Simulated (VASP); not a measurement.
Output of a VASP run:

File OSZICAR:
```
       N       E                     dE             d eps       ncg     rms          rms(c)
DAV:   1     0.282886684179E+03    0.28289E+03   -0.22532E+04   920   0.173E+03
DAV:   2    -0.869537832892E+02   -0.36984E+03   -0.36471E+03  1110   0.461E+02
DAV:   3    -0.105571267259E+03   -0.18617E+02   -0.18567E+02  1193   0.103E+02
DAV:   4    -0.106089436423E+03   -0.51817E+00   -0.51780E+00  1655   0.148E+01
DAV:   5    -0.106091755004E+03   -0.23186E-02   -0.23184E-02  1172   0.980E-01    0.368E+01
DAV:   6    -0.871807411914E+02    0.18911E+02   -0.28513E+01  1162   0.445E+01    0.141E+01
DAV:   7    -0.857986132217E+02    0.13821E+01   -0.19534E+00  1378   0.122E+01    0.723E+00
DAV:   8    -0.897326441221E+02   -0.39340E+01   -0.10684E+00  1355   0.105E+01    0.100E+00
DAV:   9    -0.858371784877E+02    0.38955E+01   -0.70809E-01  1306   0.773E+00    0.464E-01
DAV:  10    -0.860815874672E+02   -0.24441E+00   -0.61255E-02  1311   0.213E+00    0.340E-01
DAV:  11    -0.860772226118E+02    0.43649E-02   -0.11488E-03  1245   0.338E-01    0.301E-01
DAV:  12    -0.861966284938E+02   -0.11941E+00   -0.46801E-02  1018   0.238E+00    0.757E-02
DAV:  13    -0.861997604461E+02   -0.31320E-02   -0.23536E-03  1388   0.409E-01    0.566E-02
DAV:  14    -0.861997004366E+02    0.60009E-04   -0.11982E-04  1267   0.945E-02    0.701E-02
DAV:  15    -0.861999626377E+02   -0.26220E-03   -0.21692E-04  1165   0.134E-01    0.270E-02
DAV:  16    -0.862011715146E+02   -0.12089E-02   -0.62453E-04  1242   0.271E-01    0.114E-02
DAV:  17    -0.862012116308E+02   -0.40116E-04   -0.29775E-05  1340   0.474E-02    0.121E-02
DAV:  18    -0.862011883850E+02    0.23246E-04   -0.99851E-06  1046   0.342E-02    0.772E-03
DAV:  19    -0.862012164631E+02   -0.28078E-04   -0.17428E-05  1168   0.371E-02    0.352E-03
DAV:  20    -0.862012171779E+02   -0.71479E-06   -0.18002E-06  1274   0.109E-02    0.245E-03
DAV:  21    -0.862012192750E+02   -0.20970E-05   -0.48827E-07  1123   0.722E-03    0.171E-03
DAV:  22    -0.862012188579E+02    0.41705E-06   -0.34450E-07  1053   0.500E-03    0.661E-04
DAV:  23    -0.862012191141E+02   -0.25616E-06   -0.13735E-07   684   0.364E-03    0.339E-04
DAV:  24    -0.862012190988E+02    0.15223E-07   -0.12337E-08   642   0.102E-03
   1 F= -.86201219E+02 E0= -.86201219E+02  d E =0.000000E+00
       N       E                     dE             ncg
       N       E                     dE             ncg
       N       E                     dE             ncg
```

**OUTCAR**
```
------------------------ aborting loop because EDIFF is reached ----------------------------------------
  FORCE on cell =-STRESS in cart. coord.  units (eV):
  Direction    XX          YY          ZZ          XY          YZ          ZX
  --------------------------------------------------------------------------------------
  Total        0.0024590      0.0024590      0.0024590      0.0000000      0.0000000     -0.0000000
  in kB        0.0621159      0.0621159      0.0621159      0.0000000      0.0000000     -0.0000000
  external PRESSURE =       0.0621159 kB  Pullay stress =       0.0000000 kB
  volume of cell :       63.43
      direct lattice vectors                 reciprocal lattice vectors
     3.988009471  0.000000000  0.000000000     0.250751661  0.000000000  0.000000000
     0.000000000  3.988009471  0.000000000     0.000000000  0.250751661  0.000000000
     0.000000000  0.000000000  3.988009471     0.000000000  0.000000000  0.250751661
 POSITION                                       TOTAL-FORCE (eV/Angst)
 -----------------------------------------------------------------------------------
      0.00000      0.00000      0.00000         0.000000      0.000000      0.000000
      1.99400      1.99400      1.99400         0.000000      0.000000      0.000000
      1.99400      0.00000      1.99400         0.000000      0.000000      0.000000
      0.00000      1.99400      1.99400         0.000000      0.000000      0.000000
      1.99400      1.99400      0.00000         0.000000      0.000000      0.000000
 -----------------------------------------------------------------------------------
    total drift:                                0.000000      0.000000     -0.000000
  FREE ENERGIE OF THE ION-ELECTRON SYSTEM (eV)
  ---------------------------------------------------
  free  energy   TOTEN  =       -86.2012190988 eV

  energy  without entropy=      -86.2012190988  energy(sigma->0) =      -86.20121910

 total charge

# of ion       s       p       d       tot
------------------------------------------
    1        1.963   5.698   0.045   7.706
    2        0.361   6.356   2.009   8.726
    3        1.566   3.544   0.000   5.110
    4        1.566   3.544   0.000   5.110
    5        1.566   3.544   0.000   5.110
--------------------------------------------------
tot          7.023  22.686   2.054  31.763

 Electric field gradients after diagonalization (V/A^2)
 (convention: |V_zz| > |V_xx| > |V_yy|)
----------------------------------------------------------------------
 ion       V_xx      V_yy      V_zz     asymmetry (V_yy - V_xx)/ V_zz
----------------------------------------------------------------------
   1      -0.000     0.000    -0.000      -1.390
   2       0.000    -0.000     0.000      -0.584
   3     -11.244   -11.244    22.488       0.000
   4     -11.244   -11.244    22.488       0.000
   5     -11.244   -11.244    22.488       0.000
```
(Selected blocks of OUTCAR.)

**POSCAR**
```
KTaO3
1
    3.9880094711     0.0000000000    -0.0000000000
    0.0000000000     3.9880094711    -0.0000000000
    0.0000000000     0.0000000000     3.9880094711
K Ta O
1 1 3
Direct
  0.0000000000   0.0000000000   0.0000000000
  0.5000000000   0.5000000000   0.5000000000
  0.5000000000   0.0000000000   0.5000000000
  0.0000000000   0.5000000000   0.5000000000
  0.5000000000   0.5000000000   0.0000000000
```

**Question.** Reconstruct the remaining input files.

**Answer.** One answer among several that fit: the input of the run itself, r2SCAN+rVV10, plane waves, VASP's PBE PAW potentials (set 64).

INCAR:
```
ALGO = Normal
BPARAM = 11.95
CPARAM = 0.0093
EDIFF = 1E-7
ENCUT = 520
ISIF = 2
ISMEAR = -5
LASPH = .True.
LCHARG = .False.
LEFG = .True.
LMAXMIX = 6
LMIXTAU = .True.
LORBIT = 11
LREAL = .False.
LUSE_VDW = .True.
LWAVE = .False.
METAGGA = R2SCAN
NEDOS = 601
NELM = 100
PREC = Accurate
SYSTEM = KTaO3
```

KPOINTS_OPT:
```
k-points along high-symmetry lines
10
Line-mode
Reciprocal
  0.000000   0.000000   0.000000 ! GAMMA
  0.000000   0.500000   0.000000 ! X

  0.000000   0.500000   0.000000 ! X
  0.500000   0.500000   0.000000 ! M

  0.500000   0.500000   0.000000 ! M
  0.000000   0.000000   0.000000 ! GAMMA

  0.000000   0.000000   0.000000 ! GAMMA
  0.500000   0.500000   0.500000 ! R

  0.500000   0.500000   0.500000 ! R
  0.000000   0.500000   0.000000 ! X

  0.500000   0.500000   0.500000 ! R
  0.500000   0.500000   0.000000 ! M
```

KPOINTS:
```
Automatic
0
Gamma
6 6 6
```

POTCAR, in this order: K_sv Ta_pv O (PBE.64 set). Program: vasp_std.

The compound is KTaO3 in the cubic perovskite structure. It was relaxed first.
